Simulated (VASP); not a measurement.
Cd:

```xyz
2
Lattice="2.9585 0.0000 0.0000 -1.4792 2.5621 0.0000 0.0000 0.0000 5.8859" Properties=species:S:1:pos:R:3 pbc="T T T"
Cd    0.0000    1.7081    1.4715
Cd    1.4792    0.8540    4.4144
```

```yaml
Program: VASP 6.6.1
Task: relaxation of cell and atoms
Functional: LDA
Potentials_or_basis: VASP PAW LDA potentials, release 64 (Cd)
Cutoff: 600 eV
k_mesh: 18 × 18 × 8
Occupations: gaussian, width 0.1 eV
Spin: no spin polarisation
```

At the start: pressure -4.7 GPa; volume 22.31 Å³/atom.

Problem. Where does the relaxation end?

Solution. Over 9 steps the energy falls by 33.0 meV/atom and the volume is 20.25 Å³/atom (-9.2 %); space group P6_3/mmc (No. 194, to 0.05 Å).

The path:
```csv
step,energy change (eV),largest force (eV/Å),pressure (GPa),volume (Å³)
1,0.0000,0.0000,-4.69,44.62
2,-0.0514,0.0000,1.28,40.53
3,-0.0543,0.0000,-0.05,41.23
4,-0.0619,0.0000,0.01,40.89
5,-0.0658,0.0000,0.19,40.48
6,-0.0659,0.0000,0.23,40.41
7,-0.0659,0.0000,0.26,40.38
8,-0.0660,0.0000,-0.23,40.63
9,-0.0661,0.0000,0.01,40.51
```

Final structure:
```xyz
2
Lattice="2.9061 0.0000 0.0000 -1.4530 2.5168 0.0000 0.0000 0.0000 5.5383" Properties=species:S:1:pos:R:3 pbc="T T T"
Cd    0.0000    1.6778    1.3846
Cd    1.4530    0.8389    4.1537
```
